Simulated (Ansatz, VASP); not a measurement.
**Sb3Pb: VASP beside Ansatz**

Contents of INCAR:

```
PREC = Accurate ; ENCUT = 600
EDIFF = 1E-7 ; ISMEAR = 0
SIGMA = 0.1 ; LREAL = F
LASPH = T ; NELM = 100
ALGO = Normal ; ISIF = 3
LWAVE = F ; LCHARG = F
GGA = PE ; IBRION = 2
NSW = 100 ; EDIFFG = -0.01
```

KPOINTS

```
Automatic mesh
0
Gamma
  10 10 10
```

The input POSCAR:

```
Sb3Pb
1.0
   -3.1412356782      3.1412356782      3.1412356782
    3.1412356782     -3.1412356782      3.1412356782
    3.1412356782      3.1412356782     -3.1412356782
Sb Pb
3 1
Direct
    0.0000000000      0.5000000000      0.5000000000
    0.5000000000      0.0000000000      0.5000000000
    0.5000000000      0.5000000000      0.0000000000
    0.0000000000      0.0000000000      0.0000000000
```

Input for Ansatz:

```yaml
crystal:
  lattice:
    - [-3.1412356782, 3.1412356782, 3.1412356782]
    - [3.1412356782, -3.1412356782, 3.1412356782]
    - [3.1412356782, 3.1412356782, -3.1412356782]
  atoms:
    - { symbol: Sb, position: [0.0, 0.5, 0.5] }
    - { symbol: Sb, position: [0.5, 0.0, 0.5] }
    - { symbol: Sb, position: [0.5, 0.5, 0.0] }
    - { symbol: Pb, position: [0.0, 0.0, 0.0] }
basis:
  ecutwfc: 420
kpoints:
  mp_grid: { grid: [10, 10, 10] }
hamiltonian:
  xc: pbe
scf:
  occupations: { method: gaussian, width: 0.1 }
output:
  forces: true
  stress: true
  eigenvalues: true
relax:
  adjacent_minimum: "off"
  f_tol: 0.01
  max_steps: 80
  cell: { stress_tol: 0.05 }
```

Alike in both runs: task relaxation of cell and atoms; functional PBE; k mesh 10 × 10 × 10; occupations gaussian, width 0.1 eV; no spin polarisation.

|  | VASP | Ansatz |
| --- | --- | --- |
| version | VASP 6.6.1 | Ansatz 0.2.0 |
| potentials or method | VASP PAW PBE potentials, release 64 (Sb, Pb_d) | scalar-relativistic, plane waves, PAW |
| plane-wave cutoff (eV) | 600 | 420 |
| valence electrons in the cell | 29 | 59 |

Ansatz gave:

| Property | Result |
| --- | --- |
| gap on the k mesh at the Fermi level, each at its own relaxed structure (eV) | none |
| relaxed volume (Å³/atom) | 31.25 |
| relaxed cell length with the largest relative difference (Å) | 5.456 |

**Question.** What did VASP give for the same quantities?

**Answer.** gap on the k mesh at the Fermi level, each at its own relaxed structure (eV): none; relaxed volume (Å³/atom): 31.22; relaxed cell length with the largest relative difference (Å): 5.454.

A gap of «none» marks a metal or a gap that the smearing closes. The two sets of potentials don't hold the same shells in valence.

Spin-orbit coupling is left out, which matters for the levels of Pb, Sb.
